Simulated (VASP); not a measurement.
Output of a VASP run:

**OSZICAR**
```
       N       E                     dE             d eps       ncg     rms          rms(c)
DAV:   1     0.404488650157E+03    0.40449E+03   -0.20673E+04 19938   0.403E+02
DAV:   2    -0.324410835282E+02   -0.43693E+03   -0.41777E+03 22282   0.160E+02
DAV:   3    -0.492034421330E+02   -0.16762E+02   -0.16484E+02 22292   0.309E+01
DAV:   4    -0.494008352353E+02   -0.19739E+00   -0.19732E+00 22100   0.335E+00
DAV:   5    -0.494043241263E+02   -0.34889E-02   -0.34888E-02 22122   0.422E-01    0.327E+01
DAV:   6    -0.476213216870E+02    0.17830E+01   -0.27529E+00 21674   0.777E+00    0.104E+01
DAV:   7    -0.473568269742E+02    0.26449E+00   -0.17506E+00 20543   0.527E+00    0.884E+00
DAV:   8    -0.469540207050E+02    0.40281E+00   -0.54447E-01 20762   0.301E+00    0.180E+00
DAV:   9    -0.469277180774E+02    0.26303E-01   -0.88065E-02 22340   0.841E-01    0.718E-01
DAV:  10    -0.469232865150E+02    0.44316E-02   -0.60799E-03 21804   0.296E-01    0.309E-01
DAV:  11    -0.469229952962E+02    0.29122E-03   -0.10633E-03 20628   0.104E-01    0.105E-01
DAV:  12    -0.469229477212E+02    0.47575E-04   -0.17480E-04 22324   0.386E-02    0.666E-02
DAV:  13    -0.469229773941E+02   -0.29673E-04   -0.24710E-05 19902   0.181E-02    0.396E-02
DAV:  14    -0.469230250656E+02   -0.47671E-04   -0.12561E-05 20490   0.108E-02    0.152E-02
DAV:  15    -0.469231085511E+02   -0.83486E-04   -0.15473E-06 21382   0.452E-03    0.140E-02
DAV:  16    -0.469233680466E+02   -0.25950E-03   -0.61685E-06 20398   0.805E-03    0.164E-02
DAV:  17    -0.469234272565E+02   -0.59210E-04   -0.31376E-07 21908   0.190E-03    0.779E-03
DAV:  18    -0.469235362365E+02   -0.10898E-03   -0.44968E-07 19371   0.194E-03    0.513E-03
DAV:  19    -0.469235576957E+02   -0.21459E-04   -0.57637E-08 19700   0.719E-04    0.244E-03
DAV:  20    -0.469235702878E+02   -0.12592E-04   -0.32714E-08 17975   0.599E-04    0.549E-04
DAV:  21    -0.469235711008E+02   -0.81306E-06   -0.27227E-09 19300   0.157E-04    0.514E-04
DAV:  22    -0.469235715640E+02   -0.46321E-06   -0.10122E-09 17292   0.117E-04    0.814E-05
DAV:  23    -0.469235716965E+02   -0.13248E-06   -0.29039E-10 18373   0.622E-05    0.151E-04
DAV:  24    -0.469235717320E+02   -0.35512E-07   -0.20777E-12 17981   0.363E-05
   1 F= -.46923572E+02 E0= -.46923572E+02  d E =-.237819E-25
 imaginary and real dielectric function
```

**OUTCAR**
```
------------------------ aborting loop because EDIFF is reached ----------------------------------------
  FORCE on cell =-STRESS in cart. coord.  units (eV):
  Direction    XX          YY          ZZ          XY          YZ          ZX
  --------------------------------------------------------------------------------------
  Total        0.0248795      0.0248795     -0.0186160      0.0000000      0.0000000      0.0000000
  in kB        0.2178423      0.2178423     -0.1629993      0.0000000      0.0000000      0.0000000
  external PRESSURE =       0.0908951 kB  Pullay stress =       0.0000000 kB
  volume of cell :      182.98
      direct lattice vectors                 reciprocal lattice vectors
     3.181394430  0.000000000  0.000000000     0.314327576  0.181477112  0.000000000
    -1.590697215  2.755168379  0.000000000     0.000000000  0.362954224  0.000000000
     0.000000000  0.000000000 20.875890904     0.000000000  0.000000000  0.047902147
 POSITION                                       TOTAL-FORCE (eV/Angst)
 -----------------------------------------------------------------------------------
     -0.00000      1.83678      3.19973        -0.000000     -0.000000     -0.007611
      1.59070      0.91839      9.36458        -0.000000      0.000000      0.005579
     -0.00000      1.83678     11.04802        -0.000000     -0.000000      0.008804
     -0.00000      1.83678      7.67755         0.000000     -0.000000      0.006365
      1.59070      0.91839      1.66877         0.000000      0.000000     -0.018916
      1.59070      0.91839      4.73485         0.000000     -0.000000      0.005780
 -----------------------------------------------------------------------------------
    total drift:                               -0.000531      0.000307     -0.000124
  FREE ENERGIE OF THE ION-ELECTRON SYSTEM (eV)
  ---------------------------------------------------
  free  energy   TOTEN  =       -46.9235717320 eV

  energy  without entropy=      -46.9235717320  energy(sigma->0) =      -46.92357173

 plasma frequency squared (from intraband transitions) (eV^2)
  --------------------------------------------------------------------------------------
       0.000       0.000       0.000
       0.000       0.000       0.000
       0.000       0.000       0.000

 plasma frequency squared (from interband transitions, int dw w eps(2)(w)) (eV^2)
  --------------------------------------------------------------------------------------
     319.606       0.000       0.000      -0.000      -0.000      -0.000
       0.000       0.000     319.606       0.000       0.000      -0.000
      -0.000       0.000       0.000       0.000     322.272       0.000
```
(Selected blocks of OUTCAR.)

POSCAR:
```
MoSeS
1
    3.1813944296    -0.0000000000     0.0000000000
   -1.5906972147     2.7551683791     0.0000000000
   -0.0000000000     0.0000000000    20.8758909039
Mo Se S
2 2 2
Direct
  0.3333330000   0.6666670000   0.1532740970
  0.6666670000   0.3333330000   0.4485836734
  0.3333330000   0.6666670000   0.5292238323
  0.3333330000   0.6666670000   0.3677710712
  0.6666670000   0.3333330000   0.0799376384
  0.6666670000   0.3333330000   0.2268096878
```

Q: Reconstruct the remaining input files.

A: This is not unique; one that fits is the input of the run itself, LDA (Ceperley-Alder, Perdew-Zunger), plane waves, VASP's LDA PAW potentials (set 64).

File KPOINTS:
```
Automatic
0
Gamma
  18 18 3
0 0 0
```

INCAR:
```
SYSTEM = MoSeS
PREC = Accurate
ENCUT = 400
EDIFF = 1E-7
NELM = 100
ALGO = Normal
LREAL = .FALSE.
LASPH = .TRUE.
ISMEAR = 0
SIGMA = 0.01
LMAXMIX = 4
LWAVE = .FALSE.
LCHARG = .FALSE.
LOPTICS = .TRUE.
NBANDS = 93
NEDOS = 1001
CSHIFT = 0.1
```

POTCAR, in this order: Mo_sv Se S (LDA.64 set). Program: vasp_std.

The cell holds a wide vacuum, so values per volume refer to the whole cell.

The cell is a sheet with vacuum, built from a database entry that may be metastable or hypothetical.
